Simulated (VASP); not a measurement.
Crystal: SiB2.

```
CELL_PARAMETERS angstrom
3.20305 1.84928 4.48800
-3.20305 1.84928 4.48800
0.00000 -3.69857 4.48800
ATOMIC_POSITIONS crystal
Si 0.70075 0.70075 0.70075
Si 0.34387 0.34387 0.34387
Si 0.72700 0.17097 0.72700
Si 0.72700 0.72700 0.17097
Si 0.17097 0.72700 0.72700
B 0.87877 0.33112 0.87877
B 0.33112 0.87877 0.87877
B 0.87877 0.87877 0.33112
B 0.13791 0.66710 0.13791
B 0.13791 0.13791 0.66710
B 0.66710 0.13791 0.13791
B 0.50177 0.50177 0.50177
B 0.18682 0.18682 0.92446
B 0.92446 0.18682 0.18682
B 0.18682 0.92446 0.18682
```

The cell was built by a generator and needn't be a form met in nature.

- Program: VASP 6.6.1
- Task: relaxation of cell and atoms
- Functional: PBE
- Potentials or basis: VASP PAW PBE potentials, release 64 (Si, B)
- Cutoff: 520 eV
- k mesh: 6 × 6 × 6
- Occupations: gaussian, width 0.1 eV
- Spin: no spin polarisation

At the start: pressure -1.7 GPa; volume 10.63 Å³/atom.

Question: How do energy, volume and symmetry change on relaxing?

Answer: Over 26 steps the energy falls by 15.9 meV/atom and the volume is 10.69 Å³/atom (+0.5 %); space group R3m (No. 160, to 0.05 Å).

The path:
```csv
step,energy change (eV),largest force (eV/Å),pressure (GPa),volume (Å³)
1,0.0000,0.4509,-1.72,159.50
2,-0.0313,0.4466,1.25,156.89
3,-0.0335,0.4481,0.63,157.42
4,-0.0491,0.4388,0.14,157.68
5,-0.0552,0.4222,-0.37,157.96
6,-0.0653,0.4241,-0.32,157.93
7,-0.0927,0.4012,-0.15,157.84
8,-0.1225,0.4700,0.21,157.64
9,-0.1401,0.4632,0.29,157.67
10,-0.1761,0.4544,0.52,157.76
11,-0.1408,0.9188,1.08,157.94
12,-0.1823,0.4592,0.65,157.81
13,-0.2036,0.3531,0.37,158.22
14,-0.2269,0.2241,-0.27,159.27
15,-0.2329,0.1608,0.23,159.16
16,-0.2335,0.1342,0.44,159.11
17,-0.2355,0.0654,0.13,159.53
18,-0.2360,0.0729,-0.12,159.87
19,-0.2372,0.0591,-0.10,159.96
20,-0.2382,0.0532,-0.06,160.10
21,-0.2383,0.0621,-0.05,160.12
22,-0.2387,0.0181,0.13,160.09
23,-0.2387,0.0175,0.12,160.10
24,-0.2388,0.0172,-0.03,160.28
25,-0.2388,0.0171,-0.02,160.27
26,-0.2388,0.0064,0.00,160.28
```

Final structure:
```xyz
15
Lattice="3.1929 1.8434 4.5385 -3.1929 1.8434 4.5385 0.0000 -3.6868 4.5385" Properties=species:S:1:pos:R:3 pbc="T T T"
Si    0.0000    0.0000    9.9744
Si    0.0000    0.0000    4.6487
Si    1.7164   -0.9909    7.4147
Si    0.0000    1.9819    7.4147
Si   -1.7164   -0.9909    7.4147
B     1.7338   -1.0010    9.4614
B    -1.7338   -1.0010    9.4614
B     0.0000    2.0021    9.4614
B    -1.6743    0.9666    4.2404
B     0.0000   -1.9333    4.2404
B     1.6743    0.9666    4.2404
B     0.0000    0.0000    6.7200
B     0.0000   -2.7193    5.8128
B     2.3550    1.3597    5.8128
B    -2.3550    1.3597    5.8128
```
